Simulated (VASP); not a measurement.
Output of a VASP run:

OSZICAR:
```
       N       E                     dE             d eps       ncg     rms          rms(c)
DAV:   1     0.111533480324E+03    0.11153E+03   -0.80060E+03  1456   0.138E+03
DAV:   2    -0.246750340587E+00   -0.11178E+03   -0.10942E+03  1511   0.312E+02
DAV:   3    -0.763073468490E+01   -0.73840E+01   -0.73474E+01  1906   0.874E+01
DAV:   4    -0.783096031320E+01   -0.20023E+00   -0.20014E+00  1679   0.169E+01
DAV:   5    -0.784148814158E+01   -0.10528E-01   -0.10528E-01  2186   0.320E+00    0.394E+00
DAV:   6    -0.772300330114E+01    0.11848E+00   -0.20514E-01  2010   0.834E+00    0.224E+00
DAV:   7    -0.770067790061E+01    0.22325E-01   -0.73931E-02  1923   0.324E+00    0.617E-01
DAV:   8    -0.769988759347E+01    0.79031E-03   -0.77766E-03  1952   0.122E+00    0.262E-01
DAV:   9    -0.770025659716E+01   -0.36900E-03   -0.71526E-04  1634   0.278E-01    0.714E-02
DAV:  10    -0.770026545125E+01   -0.88541E-05   -0.36475E-05  2016   0.488E-02    0.360E-02
DAV:  11    -0.770028734349E+01   -0.21892E-04   -0.36670E-05  1571   0.542E-02    0.220E-02
DAV:  12    -0.770028781949E+01   -0.47600E-06   -0.10256E-06  1604   0.852E-03    0.583E-03
DAV:  13    -0.770028781591E+01    0.35827E-08   -0.61446E-07  1596   0.764E-03
   1 F= -.77002878E+01 E0= -.77002878E+01  d E =0.000000E+00
```

**OUTCAR**
```
------------------------ aborting loop because EDIFF is reached ----------------------------------------
  FORCE on cell =-STRESS in cart. coord.  units (eV):
  Direction    XX          YY          ZZ          XY          YZ          ZX
  --------------------------------------------------------------------------------------
  Total        0.0073049      0.0073049      0.0073049      0.0000000      0.0000000      0.0000000
  in kB        0.1689908      0.1689908      0.1689908      0.0000000      0.0000000      0.0000000
  external PRESSURE =       0.1689908 kB  Pullay stress =       0.0000000 kB
  volume of cell :       69.26
      direct lattice vectors                 reciprocal lattice vectors
     0.000000000  3.259440514  3.259440514    -0.153400560  0.153400560  0.153400560
     3.259440514  0.000000000  3.259440514     0.153400560 -0.153400560  0.153400560
     3.259440514  3.259440514  0.000000000     0.153400560  0.153400560 -0.153400560
  FREE ENERGIE OF THE ION-ELECTRON SYSTEM (eV)
  ---------------------------------------------------
  free  energy   TOTEN  =        -7.7002878159 eV

  energy  without entropy=       -7.7002878159  energy(sigma->0) =       -7.70028782

 total charge

# of ion       s       p       d       tot
------------------------------------------
    1        0.872   0.701   9.864  11.437
    2        1.141   1.318   0.019   2.478
--------------------------------------------------
tot          2.013   2.020   9.883  13.915
```
(Selected blocks of OUTCAR.)

**POSCAR**
```
InSb
1
    0.0000000000     3.2594405142     3.2594405142
    3.2594405142     0.0000000000     3.2594405142
    3.2594405142     3.2594405142    -0.0000000000
In Sb
1 1
Direct
  0.0000000000   0.0000000000   0.0000000000
  0.2500000000   0.2500000000   0.2500000000
```

Problem. Reconstruct the remaining input files.

Solution. This is not unique; one that fits is the input of the run itself, PBEsol GGA, plane waves, VASP's PBE PAW potentials (set 64).

### INCAR
```
LCHARG  =  .TRUE.
NELM  =  100   # most electronic steps
ENCUT  =  520   # plane-wave cut-off (eV)
ISIF  =  2
LWAVE  =  .FALSE.
ISMEAR  =  -5
SYSTEM  =  InSb
EDIFF  =  1E-7   # SCF stop (eV)
ALGO  =  Normal
LREAL  =  .FALSE.
LASPH  =  .TRUE.   # aspherical one-centre terms
PREC  =  Accurate
GGA  =  PS   # PBEsol
LMAXMIX  =  4
NEDOS  =  601
LORBIT  =  11
```

File KPOINTS:
```
Automatic mesh
0
Gamma
11 11 11
0 0 0
```

POTCAR, in this order: In_d Sb (PBE.64 set). Program: vasp_std.

For a metal the tetrahedron method with Blöchl corrections gives inexact stress and forces.

The compound is InSb in the zinc blende structure. It was relaxed first.
